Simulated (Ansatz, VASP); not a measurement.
# Ta2SO3 (1T-TaO2 under 2H-TaOS, AC): VASP beside Ansatz

Aim: how closely do two programs agree when they are given the same cell, functional and k mesh? The cell is taken from a series of runs on this material, whose earlier steps may have relaxed, scaled, displaced or heated it; both programs get it as it stands.

Calculated with Ansatz 0.2.0; plane waves, with VASP 6.6.1 beside it; single point at PBE with D3(BJ).

### Step 1. Starting point

The cell holds 6 atoms: 3 O, 2 Ta and 1 S. Its edges and angles: a = 3.098 Å, b = 3.098 Å, c = 25.708 Å, α = 90.0°, β = 90.0°, γ = 120.0°. Vacuum lies along c.

### Step 2. Ansatz: single point, PBE with D3(BJ)

Ansatz runs on its default PAW (the set named soft_2) files.

A single point gives forces, pressure and levels at one fixed geometry, so differences don't come from the geometry; what else differs is listed under the comparison.

Contents of input.yaml:

```yaml
crystal:
  lattice:
    - [3.0975604632, 0.0, 0.0]
    - [-1.5487802316, 2.6825660509, 0.0]
    - [0.0, 0.0, 25.7077076478]
  atoms:
    - { symbol: O, position: [0.6666666667, 0.3333333333, 0.3500895577], spin: 0.02 }
    - { symbol: Ta, position: [0.0, 0.0, 0.3923381731], spin: 0.14 }
    - { symbol: O, position: [0.3333333333, 0.6666666667, 0.4336799606], spin: 0.02 }
    - { symbol: S, position: [0.0, 0.0, 0.5426616407], spin: 0.02 }
    - { symbol: Ta, position: [0.6666666667, 0.3333333333, 0.6075920743], spin: 0.17 }
    - { symbol: O, position: [0.0, 0.0, 0.6499104423], spin: 0.06 }
magnetization:
  spin_polarized: true
kpoints:
  mp_grid: { grid: [18, 18, 1] }
  band_path:
    path: [[0, 0, 0], [0.5, 0, 0], [0.33333333, 0.33333333, 0], [0, 0, 0]]
    npoints: 16
hamiltonian:
  xc: pbe
  dispersion: d3bj
scf:
  occupations: { method: fermi_dirac, width: 0.05 }
  convergence: { dr2_threshold: 1.0e-10 }
efield:
  axis: 3
  dipole_correction: true
  ramp_position: 0.97
  ramp_width: 0.06
  amplitude: 0
output:
  dos: { projected: true, e_range: [-6, 5] }
  bader: true
  write_potential: true
  write_density: true
  volumetric_format: npy
  elf: true
```

Run with:

```bash
ansatz run input.yaml --threads 4 --pin off --max-ram 6144MiB --backend cpu --events-out ev --progress --plain --runs-dir out
```

Numbers of over 12 decimals in the logs are rounded to 6 here.

The program printed:

```text
Engine: ansatz 0.2.0, x86_64-unknown-linux-gnu
Pseudopotentials: kind: paw
Pseudopotential: O, paw, valence charge 6, recommended cutoff 420 eV (normal), O.paw.azcp
Pseudopotential: Ta, paw, valence charge 13, recommended cutoff 420 eV (normal), Ta.paw.azcp
Pseudopotential: S, paw, valence charge 6, recommended cutoff 420 eV (normal), S.paw.azcp
Functional definition: PBE
  parameter kappa = 0.804
  parameter beta = 0.066725
  exchange = pbe_x(kappa = kappa, mu = beta*pi^2/3)
  correlation = pbe_c(beta = beta)
Crystal: 6 atoms, lattice volume = 213.616 Å³
Basis set: ecut = 420 eV, 4153 PW (Γ)
Bands: 32, of which v1, the nominal top of the filled ones, is band 25 counted from 1 (24 counted from 0)
Symmetry: 6 space group operations
k-points: 37 of 324 (time reversal used)
Non-local potential: O, projectors of the file, l = 0: 2, l = 1: 2, l = 2: 1
Non-local potential: Ta, projectors of the file, l = 0: 3, l = 1: 2, l = 2: 2, l = 3: 1
Non-local potential: S, projectors of the file, l = 0: 2, l = 1: 2, l = 2: 2
PAW form: soft (Blöchl's): semilocal exchange-correlation on the pseudo side does not see the compensation charge
PAW one-centre angular grid: O, 110 points (default); XC on 64 Gauss nodes
PAW one-centre angular grid: Ta, 590 points (default); XC on 64 Gauss nodes
PAW one-centre angular grid: S, 110 points (default); XC on 64 Gauss nodes
Initial density: superposition of atomic densities (neutral atoms: chi_scale 0, normalization atom)
Starting moments: Σ|m| = 0.43 μB on 6 of 6 sites
Initial wavefunctions: pseudopotential atomic-orbital guess
Functional: x = pbe(κ = 0.804, μ = 0.219515), c = pbe(β = 0.066725)
SCF iter   1: F=—  HF=-22464.362368 eV  |F-HF|=—  |Δ(HF+E_count)|=         —  Δρ=3.06e-2 (↑2.93e-2 ↓3.06e-2)  dr2=2.50e1  dr2_m=1.05e-2  M=0.042 μB ∫|m|=0.056 μB  β_m=0.33  ethr=3.10e-3  p=0.000 e·Å  D=1.17e-7 V/Å  ΔV_dip=-0.00 eV  dr2_dipole=5.53e0  V_vac-E_F(+/−)=5.32/5.32 eV  ⟨swp⟩=9.8  Hψ=13074  notcnv=0
Mixer restart at iter 1: flushing history
efield: sawtooth ramp at fractional position 0.9700 (set: `efield.ramp_position`, or a place that a band, a saddle search or an elastic batch's reference lends), width 0.0600; the density the first Hamiltonian is built on has a dipole p = 0.000 e·Å; the dipole correction subtracts the counter field D = 1.17e-7 V/Å, which shifts the + side's vacuum level by -0.00 eV against the − side's; the planar-averaged density in the ramp window peaks in size at 2.2e-6 e/Å³
preconditioner: auto → LDOS  [metal: Δε(μ)=0.042 eV  Ē_g=8.081 eV  σ=0.050 eV  W_gap=0.21  n_scr=16 (ndim 8)  ℏωp=13.4 eV  f_vac=0.587  D(μ)=2.16/eV (n_scr^D=10)]
spin=Collinear: LDOS preconditioning applied to the charge; magnetization (m = ρ↑ − ρ↓) channel mixes plain (no charge-response kernel on spin).
SCF iter   2: F=—  HF=-22469.784981 eV  |F-HF|=—  |Δ(HF+E_count)|=    5.42e0  Δρ=1.55e-2 (↑1.50e-2 ↓1.55e-2)  dr2=4.76e0  dr2_m=3.08e-3  M=0.097 μB ∫|m|=0.099 μB  β_m=0.43  ethr=3.10e-3  p=-0.018 e·Å  D=-1.50e-2 V/Å  ΔV_dip=0.39 eV  dr2_dipole=9.38e-1  V_vac-E_F(+/−)=5.18/4.79 eV  ⟨swp⟩=3.0  Hψ=4862  notcnv=0  defer=103
density mixer auto → msr1: a metal under ldos (density of states about μ 1.13 of a free-electron gas's, 16 screened modes)
SCF iter   3: F=—  HF=-22474.169613 eV  |F-HF|=—  |Δ(HF+E_count)|=    4.38e0  Δρ=7.16e-3 (↑7.16e-3 ↓7.03e-3)  dr2=6.82e-1  dr2_m=2.34e-4  M=0.132 μB ∫|m|=0.133 μB  β_m=0.59  ethr=3.10e-3  p=-0.044 e·Å  D=-3.70e-2 V/Å  ΔV_dip=0.95 eV  dr2_dipole=1.40e-1  V_vac-E_F(+/−)=5.29/4.34 eV  ⟨swp⟩=3.5  Hψ=4629  notcnv=0  defer=100
SCF iter   4: F=—  HF=-22474.461900 eV  |F-HF|=—  |Δ(HF+E_count)|=   2.92e-1  Δρ=3.51e-3 (↑3.51e-3 ↓3.51e-3)  dr2=1.60e-1  dr2_m=5.97e-5  M=0.142 μB ∫|m|=0.143 μB  β_m=0.59  ethr=1.36e-3  p=-0.046 e·Å  D=-3.87e-2 V/Å  ΔV_dip=1.00 eV  dr2_dipole=3.82e-2  V_vac-E_F(+/−)=5.66/4.66 eV  ⟨swp⟩=2.7  Hψ=3313  notcnv=0  defer=93
SCF iter   5: F=—  HF=-22474.483103 eV  |F-HF|=—  |Δ(HF+E_count)|=   2.12e-2  Δρ=1.62e-3 (↑1.58e-3 ↓1.62e-3)  dr2=1.15e-1  dr2_m=8.64e-5  M=0.163 μB ∫|m|=0.164 μB  β_m=0.70  ethr=3.21e-4  p=-0.048 e·Å  D=-4.05e-2 V/Å  ΔV_dip=1.04 eV  dr2_dipole=3.88e-2  V_vac-E_F(+/−)=5.86/4.82 eV  ⟨swp⟩=2.3  Hψ=3590  notcnv=0  defer=93
SCF iter   6: F=—  HF=-22474.488239 eV  |F-HF|=—  |Δ(HF+E_count)|=   5.14e-3  Δρ=5.04e-4 (↑5.04e-4 ↓5.04e-4)  dr2=6.77e-3  dr2_m=3.01e-4  M=0.223 μB ∫|m|=0.223 μB  β_m=0.80  ethr=2.29e-4  p=-0.053 e·Å  D=-4.50e-2 V/Å  ΔV_dip=1.16 eV  dr2_dipole=2.43e-3  V_vac-E_F(+/−)=5.97/4.81 eV  ⟨swp⟩=2.3  Hψ=2553  notcnv=0  defer=93
SCF iter   7: F=—  HF=-22474.489815 eV  |F-HF|=—  |Δ(HF+E_count)|=   1.58e-3  Δρ=6.28e-4 (↑5.94e-4 ↓6.28e-4)  dr2=6.77e-4  dr2_m=7.06e-4  M=0.322 μB ∫|m|=0.323 μB  β_m=0.90  ethr=1.35e-5  p=-0.055 e·Å  D=-4.65e-2 V/Å  ΔV_dip=1.20 eV  dr2_dipole=1.74e-4  V_vac-E_F(+/−)=6.03/4.83 eV  ⟨swp⟩=2.0  Hψ=3456  notcnv=0  defer=93
[...]
SCF iter  21: F=-22474.501765 eV  HF=-22474.501765 eV  |F-HF|=9.40e-9  |Δ(HF+E_count)|=   4.41e-8  Δρ=6.95e-7 (↑6.72e-7 ↓6.95e-7)  dr2=1.10e-8  dr2_m=2.91e-10  M=0.902 μB ∫|m|=0.909 μB  β_m=0.85  ethr=6.78e-11  p=-0.051 e·Å  D=-4.29e-2 V/Å  ΔV_dip=1.10 eV  dr2_dipole=2.49e-9  V_vac-E_F(+/−)=5.93/4.82 eV  ⟨swp⟩=2.6  Hψ=4411  notcnv=0  defer=91
SCF iter  22: F=-22474.501765 eV  HF=-22474.501765 eV  |F-HF|=3.60e-10  |Δ(HF+E_count)|=   1.81e-9  Δρ=2.68e-7 (↑2.68e-7 ↓2.32e-7)  dr2=3.61e-10  dr2_m=2.42e-11  M=0.902 μB ∫|m|=0.909 μB  β_m=0.83  ethr=2.20e-11  p=-0.051 e·Å  D=-4.29e-2 V/Å  ΔV_dip=1.10 eV  dr2_dipole=1.04e-11  V_vac-E_F(+/−)=5.93/4.82 eV  ⟨swp⟩=2.3  Hψ=3417  notcnv=0  defer=91
SCF iter  23: F=-22474.501765 eV  HF=-22474.501765 eV  |F-HF|=4.95e-10  |Δ(HF+E_count)|=  4.87e-10  Δρ=1.49e-7 (↑1.49e-7 ↓1.15e-7)  dr2=3.90e-10  dr2_m=2.53e-11  M=0.902 μB ∫|m|=0.909 μB  β_m=0.83  ethr=1.00e-12  p=-0.051 e·Å  D=-4.29e-2 V/Å  ΔV_dip=1.10 eV  dr2_dipole=1.36e-10  V_vac-E_F(+/−)=5.93/4.82 eV  ⟨swp⟩=2.4  Hψ=4287  notcnv=0  defer=91
SCF iter  24: F=-22474.501765 eV  HF=-22474.501765 eV  |F-HF|=8.37e-11  |Δ(HF+E_count)|=  4.73e-11  Δρ=4.46e-8 (↑4.46e-8 ↓3.59e-8)  dr2=4.38e-11  dr2_m=1.97e-12  M=0.902 μB ∫|m|=0.909 μB  β_m=0.92  ethr=1.00e-12  p=-0.051 e·Å  D=-4.29e-2 V/Å  ΔV_dip=1.10 eV  dr2_dipole=1.55e-11  V_vac-E_F(+/−)=5.93/4.82 eV  ⟨swp⟩=1.8  Hψ=2932  notcnv=0  defer=91
SCF iter  25: F=-22474.501765 eV  HF=-22474.501765 eV  |F-HF|=1.42e-10  |Δ(HF+E_count)|=  3.27e-11  Δρ=3.40e-8 (↑1.95e-8 ↓3.40e-8)  dr2=1.05e-10  dr2_m=4.25e-13  M=0.902 μB ∫|m|=0.909 μB  β_m=0.79  ethr=1.00e-12  p=-0.051 e·Å  D=-4.29e-2 V/Å  ΔV_dip=1.10 eV  dr2_dipole=3.57e-11  V_vac-E_F(+/−)=5.93/4.82 eV  ⟨swp⟩=1.1  Hψ=2375  notcnv=0  defer=91
iter 26 met the thresholds in force, and the SCF goes on: an eigenvalue changes by 0.08 meV, over its tolerance of 0.05 meV (output.eigenvalues, Limitations)
SCF iter  26: F=-22474.501765 eV  HF=-22474.501765 eV  |F-HF|=7.28e-11  |Δ(HF+E_count)|=  2.18e-11  Δρ=2.70e-8 (↑1.41e-8 ↓2.70e-8)  dr2=6.61e-11  dr2_m=3.09e-13  M=0.902 μB ∫|m|=0.909 μB  β_m=0.81  ethr=1.00e-12  p=-0.051 e·Å  D=-4.29e-2 V/Å  ΔV_dip=1.10 eV  dr2_dipole=2.26e-11  V_vac-E_F(+/−)=5.93/4.82 eV  ⟨swp⟩=11.4  Hψ=8019  notcnv=0
SCF iter  27: F=-22474.501765 eV  HF=-22474.501765 eV  |F-HF|=1.82e-11  |Δ(HF+E_count)|=  1.09e-11  Δρ=5.28e-9 (↑5.28e-9 ↓3.89e-9)  dr2=9.81e-13  dr2_m=1.66e-14  M=0.902 μB ∫|m|=0.909 μB  ethr=1.00e-12  p=-0.051 e·Å  D=-4.29e-2 V/Å  ΔV_dip=1.10 eV  dr2_dipole=3.36e-13  V_vac-E_F(+/−)=5.93/4.82 eV  ⟨swp⟩=1.2  Hψ=5100  notcnv=0
SCF 1 converged in 27 iterations: F = -22474.501765 eV  dr2 = 9.81e-13
  greatest PAW one-centre occupation: 0.999 electrons in one spin orbital (limit 2), on the Ta atom at site 4 (counted from 0), in its partial waves of l = 0
at 3 of the mixer's solves, the last at iteration 14, it left a direction of its history that read negative out of its fit and stepped the other way along it
WARN: The output density's exchange-correlation potential varies sharply where the density is thin. Do not read a vacuum level from v_tot or v_xc, or from such a field of the output density. On a cell that repeats whose density bears no net charge and no dipole along the vacuum's axis use v_es (v_loc + v_h of the components); under efield.dipole_correction with no amplitude use v_es + v_field, which holds any externa [...]
NSCF: frozen V_eff on 49 k-points
efield: sawtooth ramp at fractional position 0.9700 (kept from the solve that this one continues, or follows in the run), width 0.0600; the density the first Hamiltonian is built on has a dipole p = -0.051 e·Å; the dipole correction subtracts the counter field D = -4.29e-2 V/Å, which shifts the + side's vacuum level by +1.10 eV against the − side's; the planar-averaged density in the ramp window peaks in size at 2.4e-6 e/Å³
SCF converged after 27 iterations
an eigenvalue changed by more than its tolerance at an iteration that met the thresholds in force, so the SCF went on 1 time: the last check found none over its tolerance
Magnetization: 0.9021 μB (25.4510 up, 24.5490 down)
Absolute magnetization: 0.9096 μB (∫|ρ↑−ρ↓|, with the PAW one-centre terms)
Spin contamination: 0.0044 ħ² per cell (⟨S²⟩ above its minimum at these occupations)
Per-site moments (μB) at R_I (Å): [(0.017194, 0.863095), (0.128521, 0.858143), (0.016951, 0.858143), (0.019923, 1.009114), (0.173867, 0.863480), (0.065916, 0.863480)]
Free energy (F): -22474.501765 eV
Harris-Foulkes:  -22474.501765 eV  (|F-HF|=1.82e-11)
Internal energy: -22474.466896 eV  (E = F + TS)
E sigma→0 (E₀):  -22474.484330 eV
Entropy (-TS):   -0.034869 eV (-5.812 meV/atom)
Fermi energy:    1.349417 eV
Dipole field:    D = -0.042894 V/Å  (p = -0.050637 e·Å, saw-weighted, corrected)
Work function:   Φ+ = 5.9263 eV   Φ− = 4.8235 eV
Levels:          The Fermi level and band energies are counted from a zero that moves with the ramp; work functions are not
--- Per-component energies (eV) ---
  E_band       = -906.707504
  E_kinetic    = 1364.244556
  E_local      = -47506.823799  (includes V_loc(G=0)·N_el)
  E_nonlocal   = 200.512339
  E_hartree    = 23075.516841
  E_xc         = -755.491186
  E_vxc        = -778.049449  (∫ρ·V_xc dr)
  E_paw        = -17867.292137  (= ΣΔE_a)
  E_vpaw       = -337.477132  (= ΣTr[D̂ρ^β])
  E_aug_tail   = 0.007671  (compensation charges beyond the density's cutoff)
  E_efield     = 0.001086  (sawtooth field / dipole correction)
  E_vefield    = -0.155358  (∫n·V_field dr)
  E_ewald      = 19016.196827
  E_disp       = -1.339093  (pairwise vdW)
  E_smearing   = -0.034869  (= −TS)
  E_closure    = -0.000000  (closes the sum)
  Σ components = -22474.501765   (vs F -22474.501765, Δ=0.00e0)
--- Band table (eV; the first three rows and the last of 74) ---
  k-point 0 ↑: bands = [... 21 lower, -1.3507, 0.0718, 0.0718, 1.2104, 1.2104, 2.3931, 2.8360, 4.3296, ... 3 higher]
  k-point 1 ↑: bands = [... 21 lower, -1.3231, -0.0918, 0.0259, 1.2143, 1.2997, 2.3581, 2.8623, 4.3680, ... 3 higher]
  k-point 2 ↑: bands = [... 21 lower, -1.3056, -0.4747, -0.0895, 1.2040, 1.5421, 2.1749, 2.9219, 4.4293, ... 3 higher]
  k-point 36 ↓: bands = [... 21 lower, -3.1079, -2.2739, -0.9881, 1.7470, 2.0136, 2.8246, 2.9025, 4.2513, ... 3 higher]
--- Bader charges: 6 sites ---
  site symbol  charge [e]  shift [e]    m [muB]
     0      O     -1.2292     0.0012     0.0411
     1     Ta      2.4783     0.0026     0.2364
     2      O     -1.2278     0.0014     0.0410
     3      S     -0.8251     0.0028     0.0623
     4     Ta      1.9714     0.0017     0.4151
     5      O     -1.1676     0.0011     0.1062
  estimated error of the sums over rays = 8.2e-4 e
```

[end of part 1 of 2]

[Lines on the potential files, build, host, timing and source positions are cut from VASP's logs without a mark.]

[Logs are printed without paths, hosts, clocks, repeated set-up lines and the standing remarks that a program may print on its own settings, such as how far it seeks lower states.]

[Hosts, paths, dates, database ids (printed as entryN), source tags and the programs' standing remarks are cut or masked in the printed files.]
